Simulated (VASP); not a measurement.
# Relaxed cell of NaF (Villiaumite): a test of cutoff and mesh

How far does the relaxed cell of NaF (Villiaumite) depend on cutoff and k mesh? The starting structure is a measured crystal structure from the Crystallography Open Database. The first relaxation on each setting starts from this cell expanded by 3 % in volume.

Calculated with VASP 6.6.1; Kohn-Sham DFT with plane waves and PAW; PBEsol.

## 1. The starting structure

The structure is cubic, space group Fm-3m (No. 225). The conventional cell has a = 4.634 Å, b = 4.634 Å, c = 4.634 Å, α = 90.00°, β = 90.00°, γ = 90.00°. Nearest to Na lie 6 F at 2.32 Å. Nearest to F lie 6 Na at 2.32 Å. Farther neighbours and most contacts between anions are not listed.

## 2. Reference relaxation

This run starts from the cell of an earlier relaxation, which isn't shown; the restart sets up the plane waves anew.

Contents of INCAR:

```
SYSTEM = NaF
PREC = Accurate
ENCUT = 520
EDIFF = 1E-06
NELM = 100
ISMEAR = 0
SIGMA = 0.03
LREAL = .FALSE.
ALGO = Normal
GGA = PS
NBANDS = 13
LORBIT = 11
LWAVE = .FALSE.
LCHARG = .FALSE.
KPAR = 4
IBRION = 2
NSW = 50
ISIF = 3
EDIFFG = -0.006
```

Contents of POSCAR:

```
NaF
1.0
    0.0000000000      2.3159567019      2.3159567019
    2.3159567019      0.0000000000      2.3159567019
    2.3159567019      2.3159567019      0.0000000000
Na F
1 1
Direct
    0.0000000000      0.0000000000      0.0000000000
    0.5000000000      0.5000000000      0.5000000000
```

Contents of KPOINTS:

```
Automatic mesh
0
Gamma
8 8 8
0 0 0
```

The projector-augmented-wave data sets are Na_pv and F (PBE family, release 64).

Launch:

```console
$ mpirun -np 4 vasp_std
```

The program printed:

```text
[banner, memory and clock lines left out]
running    4 mpi-ranks, on    1 nodes
 distrk:  each k-point on    1 cores,    4 groups
 distr:  one band on    1 cores,    1 groups

 POSCAR found type information on POSCAR NaF
 POSCAR found :  2 types and       2 ions
|                                                                             |
|               ----> ADVICE to this user running VASP <----                  |
|                                                                             |
|     You enforced a specific xc type in the INCAR file but a different       |
|     [... a line on the potential file left out ...]
|     I HOPE YOU KNOW WHAT YOU ARE DOING!                                     |
|                                                                             |

 LDA part: xc-table for (Slater+PW92), standard interpolation
 POSCAR, INCAR and KPOINTS ok, starting setup
 FFT: planning ... GRIDC
 FFT: planning ... GRID_SOFT
 FFT: planning ... GRID
 WAVECAR not read
 entering main loop
       N       E                     dE             d eps       ncg     rms          rms(c)
DAV:   1     0.105025012779E+03    0.10503E+03   -0.80262E+03   774   0.131E+03
DAV:   2    -0.422882156628E+01   -0.10925E+03   -0.10322E+03   817   0.353E+02
DAV:   3    -0.949468614050E+01   -0.52659E+01   -0.52571E+01   944   0.722E+01
DAV:   4    -0.953833581100E+01   -0.43650E-01   -0.43648E-01   829   0.699E+00
DAV:   5    -0.953877219640E+01   -0.43639E-03   -0.43638E-03   924   0.712E-01    0.491E+00
DAV:   6    -0.878429256219E+01    0.75448E+00   -0.27679E+00   889   0.156E+01    0.181E+00
DAV:   7    -0.876957193580E+01    0.14721E-01   -0.28381E-02   769   0.221E+00    0.103E+00
DAV:   8    -0.876836713235E+01    0.12048E-02   -0.25443E-02   784   0.369E+00    0.144E-01
DAV:   9    -0.876890181997E+01   -0.53469E-03   -0.43276E-03   894   0.665E-01    0.113E-01
DAV:  10    -0.876877765973E+01    0.12416E-03   -0.97153E-04   819   0.384E-01    0.141E-02
DAV:  11    -0.876877971080E+01   -0.20511E-05   -0.44158E-05   839   0.152E-01    0.626E-03
DAV:  12    -0.876878000801E+01   -0.29721E-06   -0.58637E-06   900   0.365E-02
   1 F= -.87687800E+01 E0= -.87687800E+01  d E =-.876878E+01
 curvature:   0.00 expect dE= 0.000E+00 dE for cont linesearch  0.000E+00
 trial: gam= 0.00000 g(F)=  0.245E-59 g(S)=  0.555E-04 ort = 0.000E+00 (trialstep = 0.100E+01)
 search vector abs. value=  0.555E-04
 bond charge predicted
       N       E                     dE             d eps       ncg     rms          rms(c)
DAV:   1    -0.876931563544E+01   -0.53592E-03   -0.90926E-03   934   0.146E+00    0.179E-01
DAV:   2    -0.876884669740E+01    0.46894E-03   -0.16671E-03   929   0.409E-01    0.488E-02
DAV:   3    -0.876881427383E+01    0.32424E-04   -0.71794E-05   849   0.183E-01    0.250E-02
DAV:   4    -0.876880183717E+01    0.12437E-04   -0.98467E-06   905   0.108E-01    0.431E-03
DAV:   5    -0.876880138830E+01    0.44887E-06   -0.16784E-06   574   0.191E-02
   2 F= -.87688014E+01 E0= -.87688014E+01  d E =-.213803E-04
 trial-energy change:   -0.000021  1 .order   -0.000017   -0.000055    0.000021
 step:   0.7799(harm=  0.7219)  dis= 0.00000  next Energy=    -8.768804 (dE=-0.237E-04)
 reached required accuracy - stopping structural energy minimisation
```

Wall time 2.2 s (4 MPI ranks of Intel Xeon 6975P-C (Granite Rapids), shared host); peak memory 0.5 GiB; 6.6 s of CPU time.

Lines that name or quote the potential files are left out of all logs, and their timing lines are given in words.

From OUTCAR (step 2):

```text
ion  position               nearest neighbor table
   1  0.000  0.000  0.000-   2 2.32   2 2.32   2 2.32   2 2.32   2 2.32   2 2.32
   2  0.500  0.500  0.500-   1 2.32   1 2.32   1 2.32   1 2.32   1 2.32   1 2.32

  LATTYP: Found a face centered cubic cell.
 ALAT       =     4.6319134038

 Subroutine GETGRP returns: Found 48 space group operations
 (whereof 48 operations were pure point group operations)

The static configuration has the point symmetry O_h .

 Found     29 irreducible k-points:

   k-points           NKPTS =     29   k-points in BZ     NKDIM =     29   number of bands    NBANDS=     13

   dimension x,y,z NGX =    24 NGY =   24 NGZ =   24
   dimension x,y,z NGXF=    48 NGYF=   48 NGZF=   48

   ENCUT  =  520.0 eV  38.22 Ry    6.18 a.u.   6.09  6.09  6.09*2*pi/ulx,y,z

   NELECT =      14.0000    total number of electrons

 k-points in reciprocal lattice and weights: Automatic mesh
   0.00000000  0.00000000  0.00000000       0.002
   0.12500000  0.00000000  0.00000000       0.016
   0.25000000  0.00000000  0.00000000       0.016
   0.37500000  0.00000000  0.00000000       0.016
   0.50000000  0.00000000  0.00000000       0.008
   0.12500000  0.12500000  0.00000000       0.012
   0.25000000  0.12500000  0.00000000       0.047
   0.37500000  0.12500000  0.00000000       0.047
   0.50000000  0.12500000  0.00000000       0.047
[...]
-0.37500000  0.50000000  0.12500000       0.023
  -0.25000000  0.50000000  0.25000000       0.012

 average (electrostatic) potential at core
       1 -46.6329       2 -77.3116

 E-fermi :  -1.9027

 k-point     1 :       0.0000    0.0000    0.0000
  band No.  band energies     occupation
    ...
      3     -20.9219      2.00000
      4     -20.9219      2.00000
      5      -2.1619      2.00000
      6      -2.1619      2.00000
      7      -2.1619      2.00000
      8       4.0166      0.00000
      9      16.7047      0.00000
     10      16.7047      0.00000
     11      16.7047      0.00000
     12      19.3954      0.00000
    ...

 k-point     2 :       0.1250    0.0000    0.0000
  band No.  band energies     occupation
    ...
      3     -20.9238      2.00000
      4     -20.7174      2.00000
      5      -2.4662      2.00000
      6      -2.2008      2.00000
      7      -2.2008      2.00000
      8       4.5685      0.00000
      9      14.9240      0.00000
     10      16.9448      0.00000
     11      16.9448      0.00000
     12      21.2089      0.00000
    ...

 k-point     3 :       0.2500    0.0000    0.0000
  band No.  band energies     occupation
    ...
      3     -20.9282      2.00000
      4     -20.4419      2.00000
      5      -3.0821      2.00000
      6      -2.2934      2.00000
      7      -2.2934      2.00000
      8       5.8917      0.00000
      9      12.8284      0.00000
     10      17.4747      0.00000
     11      17.4747      0.00000
     12      20.5418      0.00000
    ...

  Total        0.0106640      0.0106640      0.0106640      0.0000000     -0.0000000     -0.0000000
  in kB        0.6890935      0.6890935      0.6890935      0.0000000     -0.0000000     -0.0000000
  external PRESSURE =       0.6890935 kB  Pullay stress =       0.0000000 kB

  energy-cutoff  :      520.00
  volume of cell :       24.79
      direct lattice vectors                 reciprocal lattice vectors
    -0.000000000  2.314409938  2.314409938    -0.216037787  0.216037787  0.216037787
     2.314409938  0.000000000  2.314409938     0.216037787 -0.216037787  0.216037787
     2.314409938  2.314409938  0.000000000     0.216037787  0.216037787 -0.216037787

 POSITION                                       TOTAL-FORCE (eV/Angst)
 -----------------------------------------------------------------------------------
     -0.00000      2.31441      2.31441         0.000000      0.000000     -0.000000
      2.31441      2.31441      2.31441        -0.000000     -0.000000      0.000000
 -----------------------------------------------------------------------------------
    total drift:                               -0.000000     -0.000000      0.000000

  FREE ENERGIE OF THE ION-ELECTRON SYSTEM (eV)
  ---------------------------------------------------
  free  energy   TOTEN  =        -8.7688013883 eV

  energy  without entropy=       -8.7688013883  energy(sigma->0) =       -8.76880139

 reached required accuracy - stopping structural energy minimisation

 total charge
# of ion       s       p       d       tot
------------------------------------------
    1        0.051   5.997   0.000   6.048
    2        1.726   4.369   0.000   6.095
--------------------------------------------------
tot          1.777  10.366   0.000  12.143

[... 3 further parts left out ...]
```

The PAW data sets were made with PBE, which is usual practice but a small mismatch for other functionals. The run keeps the 48 symmetry operations of its start, so it cannot find a distortion of lower symmetry.

The reference relaxation ends at 12.397 Å³ an atom.

## 3. Relaxation with a cutoff of 400 eV

Against step 2 the input has ENCUT = 400. This run starts from the cell of an earlier relaxation, which isn't shown; the restart sets up the plane waves anew.

INCAR, as its differences from that of step 2:

```diff
@@ -2,3 +2,3 @@
 PREC = Accurate
-ENCUT = 520
+ENCUT = 400
 EDIFF = 1E-06
```

Contents of POSCAR:

```
NaF
1.0
    0.0000000000      2.2617297633      2.2617297633
    2.2617297633      0.0000000000      2.2617297633
    2.2617297633      2.2617297633      0.0000000000
Na F
1 1
Direct
    0.0000000000      0.0000000000      0.0000000000
    0.5000000000      0.5000000000      0.5000000000
```

KPOINTS is that of step 2.

Launch:

```console
$ mpirun -np 4 vasp_std
```

The program printed:

```text
[banner, memory and clock lines left out]
running    4 mpi-ranks, on    1 nodes
[...]
[... a notice as in an earlier step ...]

 LDA part: xc-table for (Slater+PW92), standard interpolation
 POSCAR, INCAR and KPOINTS ok, starting setup
[...]
entering main loop
       N       E                     dE             d eps       ncg     rms          rms(c)
DAV:   1     0.877642417060E+02    0.87764E+02   -0.69198E+03   785   0.112E+03
DAV:   2    -0.573685021755E+01   -0.93501E+02   -0.88334E+02   834   0.302E+02
DAV:   3    -0.946315403477E+01   -0.37263E+01   -0.37193E+01   904   0.600E+01
DAV:   4    -0.948969135694E+01   -0.26537E-01   -0.26536E-01   829   0.547E+00
[...]
DAV:  10    -0.876316610083E+01    0.11129E-03   -0.53316E-04   845   0.308E-01    0.102E-02
DAV:  11    -0.876316840128E+01   -0.23004E-05   -0.23284E-05   839   0.998E-02    0.490E-03
DAV:  12    -0.876316843449E+01   -0.33207E-07   -0.19559E-06   821   0.213E-02
   1 F= -.87631684E+01 E0= -.87631684E+01  d E =-.876317E+01
[...]
DAV:   6    -0.877305840769E+01    0.44618E-04   -0.83074E-05   874   0.171E-01    0.895E-03
DAV:   7    -0.877305797136E+01    0.43634E-06   -0.53679E-06   754   0.299E-02
   2 F= -.87730580E+01 E0= -.87730580E+01  d E =-.988954E-02
 trial-energy change:   -0.009890  1 .order   -0.009709   -0.024990    0.005573
 step:   0.8228(harm=  0.8177)  dis= 0.00000  next Energy=    -8.773551 (dE=-0.104E-01)
[...]
N       E                     dE             d eps       ncg     rms          rms(c)
DAV:   1    -0.878049916414E+01   -0.74408E-02   -0.12607E-01   924   0.548E+00    0.650E-01
DAV:   2    -0.877416651185E+01    0.63327E-02   -0.19726E-02   899   0.139E+00    0.184E-01
DAV:   3    -0.877368550997E+01    0.48100E-03   -0.75727E-04   864   0.630E-01    0.909E-02
DAV:   4    -0.877349491211E+01    0.19060E-03   -0.11222E-04   882   0.377E-01    0.132E-02
DAV:   5    -0.877348585553E+01    0.90566E-05   -0.17101E-05   918   0.647E-02    0.351E-03
DAV:   6    -0.877348391245E+01    0.19431E-05   -0.24193E-06   641   0.280E-02    0.148E-03
DAV:   7    -0.877348385359E+01    0.58861E-07   -0.12963E-07   392   0.462E-03
   3 F= -.87734839E+01 E0= -.87734839E+01  d E =-.103154E-01
[...]
reached required accuracy - stopping structural energy minimisation
```

Wall time 2.6 s (4 MPI ranks); peak memory 0.5 GiB.

From OUTCAR (step 3):

```text
  Total       -0.0086681     -0.0086681     -0.0086681      0.0000000     -0.0000000      0.0000000
  in kB       -0.6216825     -0.6216825     -0.6216825      0.0000000     -0.0000000      0.0000000
  external PRESSURE =      -0.6216825 kB  Pullay stress =       0.0000000 kB

 POSITION                                       TOTAL-FORCE (eV/Angst)
 -----------------------------------------------------------------------------------
      0.00000      0.00000      0.00000         0.000000      0.000000      0.000000
      2.23535      2.23535      2.23535        -0.000000     -0.000000     -0.000000
 -----------------------------------------------------------------------------------
    total drift:                                0.000000     -0.000000      0.000000

  FREE ENERGIE OF THE ION-ELECTRON SYSTEM (eV)
  ---------------------------------------------------
  free  energy   TOTEN  =        -8.7734838536 eV

  energy  without entropy=       -8.7734838536  energy(sigma->0) =       -8.77348385

[... 2 parts as in an earlier step ...]

[... 2 further parts left out ...]
[key lines of the parts left out:]
E-fermi :  -1.4445
```

With a cutoff of 400 eV the cell ends at 11.170 Å³ an atom, -9.90 % from the reference, and since the restart alone still moved it by -3.5 % it may not have settled.

## 4. Relaxation with a 4×4×4 mesh

Against step 2 the input has a 4×4×4 mesh. This run starts from the cell of an earlier relaxation, which isn't shown; the restart sets up the plane waves anew.

INCAR, as its differences from that of step 3:

```diff
@@ -2,3 +2,3 @@
 PREC = Accurate
-ENCUT = 400
+ENCUT = 520
 EDIFF = 1E-06
```

Contents of POSCAR:

```
NaF
1.0
    0.0000000000      2.3159945110      2.3159945110
    2.3159945110      0.0000000000      2.3159945110
    2.3159945110      2.3159945110      0.0000000000
Na F
1 1
Direct
    0.0000000000      0.0000000000      0.0000000000
    0.5000000000      0.5000000000      0.5000000000
```

Contents of KPOINTS:

```
Automatic mesh
0
Gamma
4 4 4
0 0 0
```

Launch:

```console
$ mpirun -np 4 vasp_std
```

The program printed:

```text
[... set-up lines as in an earlier step ...]
 entering main loop
       N       E                     dE             d eps       ncg     rms          rms(c)
DAV:   1     0.107251007660E+03    0.10725E+03   -0.77856E+03   213   0.140E+03
DAV:   2    -0.458395654310E+01   -0.11183E+03   -0.10221E+03   208   0.343E+02
DAV:   3    -0.949620086505E+01   -0.49122E+01   -0.48952E+01   258   0.708E+01
DAV:   4    -0.953809341743E+01   -0.41893E-01   -0.41888E-01   223   0.695E+00
[...]
DAV:  10    -0.876824605144E+01    0.11541E-03   -0.94948E-04   218   0.352E-01    0.159E-02
DAV:  11    -0.876824807302E+01   -0.20216E-05   -0.45244E-05   228   0.140E-01    0.553E-03
DAV:  12    -0.876824836328E+01   -0.29026E-06   -0.48911E-06   231   0.316E-02
   1 F= -.87682484E+01 E0= -.87682484E+01  d E =-.876825E+01
[...]
N       E                     dE             d eps       ncg     rms          rms(c)
DAV:   1    -0.876876770621E+01   -0.51963E-03   -0.88494E-03   253   0.143E+00    0.176E-01
DAV:   2    -0.876831416843E+01    0.45354E-03   -0.16281E-03   258   0.400E-01    0.479E-02
DAV:   3    -0.876828289657E+01    0.31272E-04   -0.65481E-05   238   0.174E-01    0.246E-02
DAV:   4    -0.876827141489E+01    0.11482E-04   -0.96631E-06   244   0.103E-01    0.411E-03
DAV:   5    -0.876827108011E+01    0.33477E-06   -0.15443E-06   136   0.183E-02
   2 F= -.87682711E+01 E0= -.87682711E+01  d E =-.227168E-04
 trial-energy change:   -0.000023  1 .order   -0.000017   -0.000054    0.000019
 step:   0.8095(harm=  0.7419)  dis= 0.00000  next Energy=    -8.768273 (dE=-0.245E-04)
 reached required accuracy - stopping structural energy minimisation
```

Wall time 1.6 s (4 MPI ranks); peak memory 0.47 GiB; 4 s of CPU time.

From OUTCAR (step 4):

```text
  Total        0.0094580      0.0094580      0.0094580      0.0000000     -0.0000000      0.0000000
  in kB        0.6111171      0.6111171      0.6111171      0.0000000     -0.0000000      0.0000000
  external PRESSURE =       0.6111171 kB  Pullay stress =       0.0000000 kB

 POSITION                                       TOTAL-FORCE (eV/Angst)
 -----------------------------------------------------------------------------------
      2.31448      2.31448      0.00000         0.000000     -0.000000     -0.000000
      2.31448      2.31448      2.31448        -0.000000      0.000000      0.000000
 -----------------------------------------------------------------------------------
    total drift:                                0.000000     -0.000000      0.000000

  FREE ENERGIE OF THE ION-ELECTRON SYSTEM (eV)
  ---------------------------------------------------
  free  energy   TOTEN  =        -8.7682710801 eV

  energy  without entropy=       -8.7682710801  energy(sigma->0) =       -8.76827108

[... 1 part as in an earlier step ...]

[... 3 further parts left out ...]
[key lines of the parts left out:]
E-fermi :  -2.0003
```

With a 4×4×4 mesh the cell ends at 12.398 Å³ an atom, +0.01 % from the reference.

(Part 1 of 2 ends here.)

[Lines on the potential files, build, host, timing and source positions are cut from VASP's logs without a mark.]

[Logs are printed without paths, hosts, clocks, repeated set-up lines and the standing remarks that a program may print on its own settings, such as how far it seeks lower states.]

[Hosts, paths, dates, database ids (printed as entryN), source tags and the programs' standing remarks are cut or masked in the printed files.]
